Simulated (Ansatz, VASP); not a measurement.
# BeMoS3 in two plane-wave programs

Aim: how closely do two programs agree when they are given the same cell, functional and k mesh? The cell is generated by rule, not measured, and may not be a known phase. The cell is taken from a series of runs on this material, whose earlier steps may have relaxed, scaled, displaced or heated it; both programs get it as it stands.

Method: plane waves, with VASP 6.6.1 beside it; zone-centre phonons at PBEsol, in Ansatz 0.2.0.

The structure was built from a prototype and need not be the compound's stable phase.

## (1) The starting structure

Symmetry: P4mm, No. 99, tetragonal system. The conventional cell has a = 4.356 Å, b = 4.356 Å, c = 5.753 Å, α = 90.00°, β = 90.00°, γ = 90.00°. Nearest to Be lie 4 S at 2.19 Å. Mo has 5 S at 2.09 to 2.41 Å nearest. Nearest to S lie 1 Mo at 2.09 Å. Nearest to S lie 2 Be at 2.19 Å and 2 Mo at 2.41 Å. Farther neighbours and most contacts between anions are not listed.

Coordinates:

```cif
data_structure
_symmetry_space_group_name_H-M 'P 1'
_symmetry_Int_Tables_number 1
_cell_length_a 4.3557
_cell_length_b 4.3557
_cell_length_c 5.7530
_cell_angle_alpha 90.000
_cell_angle_beta 90.000
_cell_angle_gamma 90.000
_cell_volume 109.15
loop_
_atom_site_label
_atom_site_type_symbol
_atom_site_fract_x
_atom_site_fract_y
_atom_site_fract_z
_atom_site_occupancy
Be1 Be 0.50000 0.50000 0.15954 1
Mo2 Mo 0.00000 0.00000 0.94008 1
S3 S 0.00000 0.00000 0.57657 1
S4 S 0.00000 0.50000 0.12019 1
S5 S 0.50000 0.00000 0.12019 1
```

## (2) VASP: zone-centre phonons, PBEsol

Second derivatives magnify differences that forces hide, and they need a tight electronic threshold.

Lines of VASP's logs that name or quote its potential files are left out, and so is its time.

File INCAR:

```
SYSTEM = BeMoS3
PREC = Accurate
ENCUT = 600
EDIFF = 1E-08
NELM = 120
ISMEAR = 1
SIGMA = 0.15
LREAL = .FALSE.
ALGO = Normal
GGA = PS
NBANDS = 23
LASPH = .TRUE.
LORBIT = 11
LWAVE = .FALSE.
LCHARG = .FALSE.
ISIF = 2
IBRION = 8
GGA_COMPAT = .FALSE.
KPAR = 2
```

File POSCAR:

```
BeMoS3
1.0
    4.3557121062      0.0000000000      0.0000000000
    0.0000000000      4.3557121062      0.0000000000
    0.0000000000      0.0000000000      5.7529953191
Be Mo S
1 1 3
Direct
    0.5000000000      0.5000000000      0.1595431221
    0.0000000000      0.0000000000      0.9400848319
    0.0000000000      0.0000000000      0.5765723288
    0.0000000000      0.5000000000      0.1201874142
    0.5000000000      0.0000000000      0.1201874142
```

File KPOINTS:

```
Automatic mesh
0
Gamma
8 8 6
0 0 0
```

The projector-augmented-wave data sets are Be, Mo_sv and S (PBE family, release 64).

Run with:

```sh
$ mpirun -np 2 vasp_std
```

Numbers of over 12 decimals in the logs are rounded to 6 here.

The program printed:

```text
[banner, memory and clock lines left out]
running    2 mpi-ranks, on    1 nodes
 distrk:  each k-point on    1 cores,    2 groups
 distr:  one band on    1 cores,    1 groups

 POSCAR found type information on POSCAR BeMoS
 POSCAR found :  3 types and       5 ions
|                                                                             |
|               ----> ADVICE to this user running VASP <----                  |
|                                                                             |
|     You enforced a specific xc type in the INCAR file but a different       |
|     [... a line on the potential file left out ...]
|     I HOPE YOU KNOW WHAT YOU ARE DOING!                                     |
|                                                                             |

 LDA part: xc-table for (Slater+PW92), standard interpolation
 POSCAR, INCAR and KPOINTS ok, starting setup
 FFT: planning ... GRIDC
 FFT: planning ... GRID_SOFT
 FFT: planning ... GRID
 WAVECAR not read
 entering main loop
       N       E                     dE             d eps       ncg     rms          rms(c)
DAV:   1     0.237770962338E+03    0.23777E+03   -0.17438E+04  2880   0.146E+03
DAV:   2    -0.159590046343E+02   -0.25373E+03   -0.24447E+03  3462   0.324E+02
DAV:   3    -0.311044387001E+02   -0.15145E+02   -0.14823E+02  3659   0.745E+01
DAV:   4    -0.314392812960E+02   -0.33484E+00   -0.33432E+00  3258   0.119E+01
DAV:   5    -0.314481232520E+02   -0.88420E-02   -0.88391E-02  3623   0.187E+00    0.240E+01
DAV:   6    -0.305838214332E+02    0.86430E+00   -0.10339E+01  3033   0.200E+01    0.990E+00
DAV:   7    -0.299715058639E+02    0.61232E+00   -0.52965E+00  3014   0.156E+01    0.796E+00
DAV:   8    -0.297015109817E+02    0.26999E+00   -0.69822E-01  2984   0.559E+00    0.262E+00
DAV:   9    -0.297012270839E+02    0.28390E-03   -0.97267E-02  3278   0.182E+00    0.762E-01
DAV:  10    -0.296993201837E+02    0.19069E-02   -0.10668E-02  3061   0.676E-01    0.424E-01
DAV:  11    -0.296999352112E+02   -0.61503E-03   -0.17222E-03  3236   0.212E-01    0.150E-01
DAV:  12    -0.297000924910E+02   -0.15728E-03   -0.20768E-04  3355   0.827E-02    0.658E-02
DAV:  13    -0.297002354337E+02   -0.14294E-03   -0.23659E-04  3243   0.747E-02    0.212E-02
DAV:  14    -0.297002535038E+02   -0.18070E-04   -0.20301E-05  3397   0.264E-02    0.530E-03
DAV:  15    -0.297002609933E+02   -0.74895E-05   -0.76866E-06  3271   0.110E-02    0.220E-03
DAV:  16    -0.297002623248E+02   -0.13314E-05   -0.17490E-06  3404   0.501E-03    0.104E-03
DAV:  17    -0.297002624372E+02   -0.11248E-06   -0.13702E-07  3164   0.144E-03    0.317E-04
DAV:  18    -0.297002624630E+02   -0.25753E-07   -0.27415E-08  2894   0.686E-04    0.821E-05
DAV:  19    -0.297002624654E+02   -0.24038E-08   -0.20758E-09  2269   0.238E-04
   1 F= -.29700262E+02 E0= -.29700778E+02  d E =0.154782E-02
 Linear response reoptimize wavefunctions to high precision
DAV:   1    -0.297002624666E+02   -0.12483E-08   -0.30330E-10  2318   0.910E-05
DAV:   2    -0.297002624666E+02    0.15007E-10   -0.47287E-11  1835   0.352E-05
 Linear response DOF=           9
 Linear response progress:
  Degree of freedom:   1/  9
       N       E                     dE             d eps       ncg     rms          rms(c)
RMM:   1    -0.998726025572E-02   -0.99873E-02    0.94608E-03 14112   0.529E-01
RMM:   2    -0.946487204264E-02    0.52239E-03   -0.13710E-03  9462   0.155E-01    0.143E-01
RMM:   3    -0.927364716019E-02    0.19122E-03   -0.53572E-04  9333   0.775E-02    0.722E-02
RMM:   4    -0.934912197428E-02   -0.75475E-04   -0.23524E-04  9284   0.486E-02    0.183E-02
RMM:   5    -0.934724243157E-02    0.18795E-05   -0.18665E-05  9627   0.181E-02    0.607E-03
RMM:   6    -0.936102654663E-02   -0.13784E-04   -0.15350E-06  9612   0.555E-03    0.153E-03
RMM:   7    -0.935912266970E-02    0.19039E-05   -0.11246E-07  9912   0.160E-03    0.101E-03
RMM:   8    -0.935476598063E-02    0.43567E-05   -0.10342E-07  9542   0.135E-03    0.482E-04
RMM:   9    -0.935570664546E-02   -0.94066E-06   -0.90798E-09  9503   0.593E-04    0.145E-04
RMM:  10    -0.935544441572E-02    0.26223E-06   -0.47074E-09 10304   0.238E-04    0.416E-05
RMM:  11    -0.935533707406E-02    0.10734E-06   -0.75242E-09 10208   0.930E-05    0.237E-05
RMM:  12    -0.935537105918E-02   -0.33985E-07    0.17500E-09  9605   0.445E-05    0.737E-06
RMM:  13    -0.935537875469E-02   -0.76955E-08   -0.15427E-09 10681   0.208E-05    0.270E-06
 first order change of Fermi-energy  -0.97307E-04
 force on displaced ion       1 direction 1 :  -2.203   0.000   0.000
 Linear response progress:
  Degree of freedom:   2/  9
       N       E                     dE             d eps       ncg     rms          rms(c)
RMM:   1    -0.716926277315E-02   -0.71693E-02   -0.53524E-03  5269   0.339E-01
[...]
RMM:  13    -0.604179453099E+00   -0.81976E-07   -0.45008E-08 14182   0.115E-04    0.557E-06
RMM:  14    -0.604179537894E+00   -0.84796E-07   -0.11156E-08 12979   0.742E-05    0.262E-06
RMM:  15    -0.604179561198E+00   -0.23303E-07   -0.23106E-08 14039   0.515E-05    0.140E-06
RMM:  16    -0.604179579403E+00   -0.18205E-07    0.35307E-09 13400   0.396E-05    0.871E-07
RMM:  17    -0.604179601004E+00   -0.21601E-07   -0.76879E-09 12668   0.333E-05    0.277E-07
[...]
RMM:  10    -0.107767042707E+00   -0.44634E-06   -0.18529E-10  9956   0.127E-04    0.310E-05
RMM:  11    -0.107767082633E+00   -0.39926E-07    0.47843E-08 11016   0.538E-05    0.178E-05
RMM:  12    -0.107767066817E+00    0.15816E-07    0.32072E-09 10504   0.263E-05    0.478E-06
RMM:  13    -0.107767088482E+00   -0.21664E-07   -0.23290E-08 10287   0.178E-05    0.124E-06
RMM:  14    -0.107767085337E+00    0.31449E-08   -0.25872E-08  9990   0.136E-05    0.536E-07
 first order change of Fermi-energy  -0.18168E-03
 force on displaced ion       3 direction 1 :  -0.615   0.000   0.000
 Linear response progress:
  Degree of freedom:   6/  9
       N       E                     dE             d eps       ncg     rms          rms(c)
RMM:   1    -0.142985802246E+00   -0.14299E+00   -0.16749E-01  6965   0.187E+00
RMM:   2    -0.122603274044E+00    0.20383E-01   -0.11793E-02  4481   0.459E-01    0.499E-01
RMM:   3    -0.123643756795E+00   -0.10405E-02   -0.81111E-03  3988   0.415E-01    0.514E-01
RMM:   4    -0.121984659044E+00    0.16591E-02   -0.17844E-03  3860   0.238E-01    0.237E-01
RMM:   5    -0.122428507828E+00   -0.44385E-03   -0.36233E-04  4232   0.963E-02    0.255E-02
RMM:   6    -0.122406290960E+00    0.22217E-04   -0.16717E-05  4485   0.261E-02    0.112E-02
RMM:   7    -0.122377747140E+00    0.28544E-04   -0.43275E-06  4572   0.964E-03    0.349E-03
RMM:   8    -0.122383387242E+00   -0.56401E-05   -0.33401E-07  4526   0.269E-03    0.122E-03
RMM:   9    -0.122387785512E+00   -0.43983E-05   -0.95178E-08  4496   0.142E-03    0.371E-04
RMM:  10    -0.122388468235E+00   -0.68272E-06   -0.19898E-08  4479   0.546E-04    0.158E-04
RMM:  11    -0.122388719037E+00   -0.25080E-06   -0.24833E-09  4495   0.318E-04    0.646E-05
RMM:  12    -0.122388741945E+00   -0.22908E-07   -0.34478E-09  4613   0.140E-04    0.308E-05
RMM:  13    -0.122388652490E+00    0.89455E-07    0.11043E-08  4775   0.522E-05    0.133E-05
RMM:  14    -0.122388688281E+00   -0.35791E-07   -0.69332E-09  4852   0.304E-05    0.303E-06
RMM:  15    -0.122388685458E+00    0.28229E-08    0.11500E-09  4877   0.130E-05    0.149E-06
 first order change of Fermi-energy   0.13180E+01
 force on displaced ion       3 direction 3 :  -0.000  -0.000 -25.843
 Linear response progress:
  Degree of freedom:   7/  9
       N       E                     dE             d eps       ncg     rms          rms(c)
RMM:   1    -0.123038172905E+00   -0.12304E+00   -0.29828E-02 13719   0.161E+00
RMM:   2    -0.114368540809E+00    0.86696E-02   -0.12859E-02  9428   0.485E-01    0.194E-01
RMM:   3    -0.114816004642E+00   -0.44746E-03   -0.12138E-03  9406   0.139E-01    0.826E-02
RMM:   4    -0.115296955453E+00   -0.48095E-03   -0.30593E-04  9767   0.586E-02    0.239E-02
RMM:   5    -0.115319935352E+00   -0.22980E-04   -0.26407E-05  9780   0.220E-02    0.109E-02
RMM:   6    -0.115325932423E+00   -0.59971E-05   -0.14232E-06  9997   0.602E-03    0.763E-03
RMM:   7    -0.115330441108E+00   -0.45087E-05   -0.40847E-07  9710   0.331E-03    0.436E-03
RMM:   8    -0.115335158421E+00   -0.47173E-05   -0.15960E-07  9706   0.189E-03    0.630E-04
RMM:   9    -0.115337951304E+00   -0.27929E-05   -0.57015E-08 10862   0.582E-04    0.173E-04
RMM:  10    -0.115338827204E+00   -0.87590E-06    0.87580E-08 10213   0.184E-04    0.513E-05
RMM:  11    -0.115338642786E+00    0.18442E-06    0.81652E-08 10692   0.750E-05    0.170E-05
RMM:  12    -0.115338642391E+00    0.39536E-09   -0.62943E-08 10609   0.513E-05    0.591E-06
 first order change of Fermi-energy   0.17274E-02
 force on displaced ion       4 direction 1 :  -3.470   0.000   0.002
 Linear response progress:
  Degree of freedom:   8/  9
       N       E                     dE             d eps       ncg     rms          rms(c)
RMM:   1    -0.128021880960E+00   -0.12802E+00   -0.96662E-02 14990   0.178E+00
RMM:   2    -0.112850881264E+00    0.15171E-01   -0.12380E-02  9602   0.524E-01    0.213E-01
RMM:   3    -0.113287353906E+00   -0.43647E-03   -0.13505E-03  9733   0.173E-01    0.970E-02
RMM:   4    -0.113652580972E+00   -0.36523E-03   -0.24809E-04 10149   0.690E-02    0.343E-02
RMM:   5    -0.113687080124E+00   -0.34499E-04   -0.18943E-05 10371   0.239E-02    0.833E-03
RMM:   6    -0.113697513278E+00   -0.10433E-04   -0.15159E-06 10185   0.530E-03    0.601E-03
RMM:   7    -0.113702190593E+00   -0.46773E-05   -0.46606E-07  9916   0.284E-03    0.359E-03
RMM:   8    -0.113703749724E+00   -0.15591E-05   -0.16651E-07  9837   0.177E-03    0.326E-04
RMM:   9    -0.113704844800E+00   -0.10951E-05   -0.18307E-08 11029   0.571E-04    0.180E-04
RMM:  10    -0.113705408061E+00   -0.56326E-06    0.12939E-09 10964   0.178E-04    0.384E-05
RMM:  11    -0.113705372881E+00    0.35180E-07    0.91053E-08 10799   0.730E-05    0.192E-05
RMM:  12    -0.113705391741E+00   -0.18860E-07    0.22461E-08 10369   0.424E-05    0.466E-06
RMM:  13    -0.113705394823E+00   -0.30812E-08    0.11555E-08 11251   0.246E-05    0.223E-06
 first order change of Fermi-energy  -0.13738E-02
 force on displaced ion       4 direction 2 :   0.000 -11.595   0.003
 Linear response progress:
  Degree of freedom:   9/  9
       N       E                     dE             d eps       ncg     rms          rms(c)
RMM:   1    -0.121758158422E+00   -0.12176E+00   -0.36423E-02 10681   0.157E+00
RMM:   2    -0.115162264587E+00    0.65959E-02   -0.10665E-02  7309   0.466E-01    0.162E-01
RMM:   3    -0.115509024820E+00   -0.34676E-03   -0.47436E-04  7322   0.110E-01    0.128E-01
RMM:   4    -0.115602554435E+00   -0.93530E-04   -0.12157E-04  7143   0.585E-02    0.636E-02
RMM:   5    -0.115746944883E+00   -0.14439E-03   -0.43415E-05  7430   0.327E-02    0.156E-02
RMM:   6    -0.115717958624E+00    0.28986E-04   -0.33155E-06  7962   0.893E-03    0.620E-03
RMM:   7    -0.115714860477E+00    0.30981E-05   -0.35304E-07  8260   0.262E-03    0.235E-03
RMM:   8    -0.115721085428E+00   -0.62250E-05   -0.11680E-07  7542   0.111E-03    0.565E-04
RMM:   9    -0.115720456725E+00    0.62870E-06   -0.28022E-08  7934   0.408E-04    0.125E-04
RMM:  10    -0.115720329268E+00    0.12746E-06    0.37194E-08  8123   0.171E-04    0.497E-05
RMM:  11    -0.115720562559E+00   -0.23329E-06   -0.63078E-08  7741   0.872E-05    0.355E-05
RMM:  12    -0.115720578967E+00   -0.16408E-07   -0.18183E-08  7795   0.557E-05    0.899E-06
RMM:  13    -0.115720574793E+00    0.41734E-08    0.64618E-08  8313   0.303E-05    0.404E-06
 first order change of Fermi-energy   0.75621E-02
 force on displaced ion       4 direction 3 :   0.000   0.000  -3.690
 Linear response finished
```

(Part 1 of 2 ends here.)

[Lines on the potential files, build, host, timing and source positions are cut from VASP's logs without a mark.]

[Logs are printed without paths, hosts, clocks, repeated set-up lines and the standing remarks that a program may print on its own settings, such as how far it seeks lower states.]

[Hosts, paths, dates, database ids (printed as entryN), source tags and the programs' standing remarks are cut or masked in the printed files.]
